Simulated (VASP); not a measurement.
Here is the system:

```
MoSe2
1.0
    1.64150    -2.84316     0.00000
    1.64150     2.84316     0.00000
    0.00000     0.00000    12.81595
Mo Se
2 4
Cartesian
  1.64150   0.94772   3.20399
  1.64150  -0.94772   9.61196
  1.64150   0.94772  11.28716
  1.64150  -0.94772   4.87918
  1.64150  -0.94772   1.52879
  1.64150   0.94772   7.93677
```

Computed with PBE GGA with D4 dispersion, VASP's PBE PAW potentials (set 64) (plane waves; VASP). Settings: 520 eV cut-off, 9×9×2 Γ-centred mesh, tetrahedra with Blöchl corrections, potentials Mo_sv Se.

The cores are frozen, which limits the accuracy of field gradients.

### Question
Give the principal components of the electric field gradient (V/Å²) and the asymmetry η at each nucleus.

### Answer

```json
[
 {"atom": "Mo1", "Vxx": "35.2", "Vyy": "35.2", "Vzz": "-70.5", "η": "0.00"},
 {"atom": "Mo2", "Vxx": "35.2", "Vyy": "35.2", "Vzz": "-70.5", "η": "0.00"},
 {"atom": "Se3", "Vxx": "45.2", "Vyy": "45.2", "Vzz": "-90.5", "η": "0.00"},
 {"atom": "Se4", "Vxx": "45.2", "Vyy": "45.2", "Vzz": "-90.5", "η": "0.00"},
 {"atom": "Se5", "Vxx": "45.2", "Vyy": "45.2", "Vzz": "-90.5", "η": "0.00"},
 {"atom": "Se6", "Vxx": "45.2", "Vyy": "45.2", "Vzz": "-90.5", "η": "0.00"}
]
```

The compound is MoSe2 in the 2H layered structure. It was relaxed first.
